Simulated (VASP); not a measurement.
Wanted: the native input for a VASP 6.6.1 run.

| Item | Value |
| --- | --- |
| Task | single point |
| Functional | PBEsol |
| Potentials or basis | VASP PAW PBE potentials, release 64 (Tc_pv, Se) |
| Cutoff | 520 eV |
| k mesh | 6 × 6 × 6 |
| Occupations | gaussian, width 0.05 eV |
| Spin | collinear spin, random start |
| Starting moments | [0.32, 0.0, 0.0] μB |
| Hubbard terms | Tc d U = 5 eV |
| Further INCAR settings | ALGO = Fast; EDIFF = 1e-06 |

The structure of TcSe2 lies in POSCAR:

```
TcSe2
1.0
    1.9284189500      1.1133732000      5.8303367600
   -1.9284189500      1.1133732000      5.8303367600
    0.0000000000     -2.2267463900      5.8303367600
Tc Se
1 2
Direct
    0.0000000000      0.0000000000      0.0000000000
    0.2520000000      0.2520000000      0.2520000000
    0.7480000000      0.7480000000      0.7480000000
```

The cell was built by a generator and needn't be a form met in nature.

These files were run (other wordings do the same):

INCAR

```
SYSTEM = TcSe2
  PREC = Accurate
  ENCUT = 520
  EDIFF = 1E-6
  ISMEAR = 0
  SIGMA = 0.05
  LREAL = .FALSE.
  LASPH = .TRUE.
  NELM = 60
  ALGO = Fast
  ISIF = 2
  LWAVE = .FALSE.
  LCHARG = .FALSE.
  ISPIN = 2
  MAGMOM = 0.32 0 0
  LORBIT = 11
  LMAXMIX = 4
  LDAU = .TRUE.
  LDAUTYPE = 2
  LDAUL = 2 -1
  LDAUU = 5 0
  LDAUJ = 0 0
  LDAUPRINT = 1
  GGA = PS
```

KPOINTS

```
Automatic mesh
0
G
  6 6 6
  0 0 0
```

Potentials or basis: VASP PAW PBE potentials, release 64 (Tc_pv, Se).

Launch:

```sh
$ cat potpaw_PBE.64/Tc_pv/POTCAR potpaw_PBE.64/Se/POTCAR > POTCAR
$ mpirun -np 1 vasp_std > vasp.out
```

Results of the run:

```
Pressure                                              : -4.2 GPa
Largest force                                         : 0.340 eV/Å
Band gap on the k mesh                                : 0.19 eV, indirect (least direct gap 0.77 eV)
Net moment                                            : 3.00 μB per cell
Site moments                                          : Tc +3.25; Se -0.13 μB
Valence electrons inside the program's atomic spheres : Tc 11.48; Se 3.80
```

Caveat: the PAW data sets were made with another functional, which shifts forces and pressure a little.

Wall time 2.3 min on 1 thread of Intel(R) Xeon(R) Platinum 8559C (Emerald Rapids), on a shared host, peak memory 0.43 GiB.
